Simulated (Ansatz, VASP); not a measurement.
SnP2 in VASP and in Ansatz

```
CELL_PARAMETERS angstrom
3.28782 0.00000 0.00000
-1.64391 2.84734 0.00000
0.00000 0.00000 13.72805
ATOMIC_POSITIONS crystal
Sn 0.33333 0.66667 0.25000
Sn 0.66667 0.33333 0.75000
P 0.33333 0.66667 0.54613
P 0.66667 0.33333 0.04613
P 0.33333 0.66667 0.95387
P 0.66667 0.33333 0.45387
```

Alike in both runs: functional PBE; k mesh 6 × 6 × 2; occupations gaussian, width 0.1 eV; no spin polarisation.

Ansatz relaxed the structure, and its values are those at the end. VASP's run is a single point on that final structure, the one shown.

|  | VASP | Ansatz |
| --- | --- | --- |
| version | VASP 6.6.1 | Ansatz 0.2.0 |
| potentials or method | VASP PAW PBE potentials, release 64 (Sn_d, P) | scalar-relativistic, plane waves, PAW |
| plane-wave cutoff (eV) | 520 | 420 |
| valence electrons in the cell | 48 | 48 |

Ansatz gave:

* gap on the k mesh at the Fermi level (eV): none
* pressure (GPa): 0.2
* rms of the force components (eV/Å): 0.010

Question: Which values does VASP return?

Answer: gap on the k mesh at the Fermi level (eV): none; pressure (GPa): 0.0; rms of the force components (eV/Å): 0.019.

A gap of «none» marks a metal or a gap that the smearing closes.

Caveats: the k mesh is coarse (spacing up to 0.37 Å⁻¹), so the values aren't converged.
